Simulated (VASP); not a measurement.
A convergence study with VASP on KCl (rock salt): a few settings are varied, all else stays as given below, so the limit is that of these other settings.

```
KCl
1.0
    0.00000     3.14500     3.14500
    3.14500     0.00000     3.14500
    3.14500     3.14500     0.00000
K Cl
1 1
Direct
  0.00000   0.00000   0.00000
  0.50000   0.50000   0.50000
```

Method: PBE GGA, VASP's PBE PAW potentials (set 64) (plane waves; VASP). The last row used: 550 eV cut-off, 14×14×14 Γ-centred mesh, second-order Methfessel-Paxton smearing of 0.40 eV, potentials K_sv Cl.

| setting | E (eV/atom) | pressure (GPa) | irreducible k-points |
|---|---|---|---|
| ISMEAR = -1, SIGMA = 0.01, 4×4×4 mesh | -3.4017 | 0.83 | 8 |
| ISMEAR = -1, SIGMA = 0.2, 4×4×4 mesh | -3.4017 | 0.83 | 8 |
| ISMEAR = 0, SIGMA = 0.01, 4×4×4 mesh | -3.4017 | 0.83 | 8 |
| ISMEAR = 0, SIGMA = 0.2, 4×4×4 mesh | -3.4017 | 0.83 | 8 |
| ISMEAR = 1, SIGMA = 0.01, 4×4×4 mesh | -3.4017 | 0.83 | 8 |
| ISMEAR = 1, SIGMA = 0.2, 4×4×4 mesh | -3.4019 | 0.75 | 8 |
| ISMEAR = 2, SIGMA = 0.01, 4×4×4 mesh | -3.4017 | 0.83 | 8 |
| ISMEAR = 2, SIGMA = 0.2, 4×4×4 mesh | -3.4024 | 0.77 | 8 |
| ISMEAR = -1, SIGMA = 0.05, 8×8×8 mesh | -3.4018 | 0.83 | 29 |
| ISMEAR = -1, SIGMA = 0.2, 8×8×8 mesh | -3.4018 | 0.83 | 29 |
| ISMEAR = 0, SIGMA = 0.05, 8×8×8 mesh | -3.4018 | 0.83 | 29 |
| ISMEAR = 0, SIGMA = 0.2, 8×8×8 mesh | -3.4018 | 0.83 | 29 |
| ISMEAR = 1, SIGMA = 0.05, 8×8×8 mesh | -3.4018 | 0.82 | 29 |
| ISMEAR = 1, SIGMA = 0.2, 8×8×8 mesh | [?] | [?] | 29 |
| ISMEAR = 2, SIGMA = 0.05, 8×8×8 mesh | -3.4018 | 0.82 | 29 |
| ISMEAR = 2, SIGMA = 0.2, 8×8×8 mesh | -3.4027 | 0.76 | 29 |
| ISMEAR = -1, SIGMA = 0.05, 14×14×14 mesh | -3.4018 | 0.83 | 104 |
| ISMEAR = -1, SIGMA = 0.4, 14×14×14 mesh | -3.4011 | 0.83 | 104 |
| ISMEAR = 0, SIGMA = 0.05, 14×14×14 mesh | -3.4018 | 0.83 | 104 |
| ISMEAR = 0, SIGMA = 0.4, 14×14×14 mesh | -3.4018 | 0.83 | 104 |
| ISMEAR = 1, SIGMA = 0.05, 14×14×14 mesh | -3.4018 | 0.82 | 104 |
| ISMEAR = 1, SIGMA = 0.4, 14×14×14 mesh | -3.3933 | 0.72 | 104 |
| ISMEAR = 2, SIGMA = 0.05, 14×14×14 mesh | -3.4018 | 0.83 | 104 |
| ISMEAR = 2, SIGMA = 0.4, 14×14×14 mesh | [?] | [?] | 104 |

Q: Some entries are withheld; supply them.

A: 
- ISMEAR = 1, SIGMA = 0.2, 8×8×8 mesh, E (eV/atom): -3.4020
- ISMEAR = 1, SIGMA = 0.2, 8×8×8 mesh, pressure (GPa): 0.74
- ISMEAR = 2, SIGMA = 0.4, 14×14×14 mesh, E (eV/atom): -3.3951
- ISMEAR = 2, SIGMA = 0.4, 14×14×14 mesh, pressure (GPa): 0.71

Left out are rungs that failed or repeat a setting and relaxations that didn't move; long series are thinned to 24 rows.

The compound is KCl in the rock salt structure. The cell was not relaxed at this level.
